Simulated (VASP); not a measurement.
The input files of a VASP run:

**POSCAR**
```
MnF2
1
    4.8706048957     0.0000000000     0.0000000000
    0.0000000000     4.8706048957     0.0000000000
    0.0000000000     0.0000000000     3.3065808539
Mn F
2 4
Direct
  0.0000000000   0.0000000000   0.0000000000
  0.5000000000   0.5000000000   0.5000000000
  0.3029814485   0.3029814485   0.0000000000
  0.8029814485   0.1970185515   0.5000000000
  0.1970185515   0.8029814485   0.5000000000
  0.6970185515   0.6970185515   0.0000000000
```

INCAR:
```
NELM = 100
ISMEAR = 0   ! Gaussian
LUSE_VDW = .True.
ENCUT = 520
PARAM2 = 0.7114
AGGAC = 0.0
ZAB_VDW = -1.8867
SYSTEM = MnF2
IBRION = 2   ! conjugate gradients
LASPH = .True.   ! aspherical one-centre terms
GGA = MK
LORBIT = 10
SIGMA = 0.05   ! width (eV)
ALGO = Normal
PARAM1 = 0.1234568
LCHARG = .False.
MAGMOM = 4.5 -4.5 -0.0 0.0 0.0 -0.0
EDIFF = 1E-7   ! SCF stop (eV)
LREAL = .False.   ! projection in real space or not
LWAVE = .False.
NSW = 30
PREC = Accurate
EDIFFG = -0.01   ! ionic stop
LMAXMIX = 4
ISPIN = 2
ISIF = 4   ! ions and shape, fixed volume
```

KPOINTS:
```
Automatic
0
gamma
 5 5 7
```

POTCAR, in this order: Mn_pv F (PBE.64 set). Program: vasp_std.

Q: Translate this rev-vdW-DF2 calculation to Quantum ESPRESSO's pw.x.

A: One equivalent input (not run):
```
&CONTROL
  calculation = 'vc-relax'
  pseudo_dir = './pseudo'
  outdir = './out'
  tprnfor = .true.
  tstress = .true.
  nstep = 30
  forc_conv_thr = 0.00039
/
&SYSTEM
  ibrav = 0
  nat = 6
  ntyp = 3
  ecutwfc = 96
  occupations = 'smearing'
  smearing = 'gaussian'
  degauss = 0.003675
  input_dft = 'vdw-df2-b86r'
  nspin = 2
  starting_magnetization(1) = 0.45
  starting_magnetization(2) = -0.45
/
&ELECTRONS
  conv_thr = 7.3e-09
  electron_maxstep = 100
/
&IONS
/
&CELL
  cell_dofree = 'shape'
/
ATOMIC_SPECIES
  Mn1 54.938 Mn.upf
  Mn2 54.938 Mn.upf
  F 18.998 F.upf
CELL_PARAMETERS angstrom
     4.8706049    0.0000000    0.0000000
     0.0000000    4.8706049    0.0000000
     0.0000000    0.0000000    3.3065809
ATOMIC_POSITIONS crystal
  Mn1  0.0000000  0.0000000  0.0000000
  Mn2  0.5000000  0.5000000  0.5000000
  F    0.3029814  0.3029814  0.0000000
  F    0.8029814  0.1970186  0.5000000
  F    0.1970186  0.8029814  0.5000000
  F    0.6970186  0.6970186  0.0000000
K_POINTS automatic
  5 5 7 0 0 0
```
What does not carry over: the potentials are each code's own (VASP's PAW set, PseudoDojo norm-conserving files in pw.x), so ENCUT and ecutwfc are chosen apart and not converted; conv_thr bounds pw.x's estimated SCF error, while EDIFF bounds the energy change between steps; starting_magnetization is a fraction of the valence charge and MAGMOM a moment in μB, so they match only roughly; forc_conv_thr acts on force components and is met together with etot_conv_thr.

The compound is MnF2 in the rutile structure. It was relaxed first.
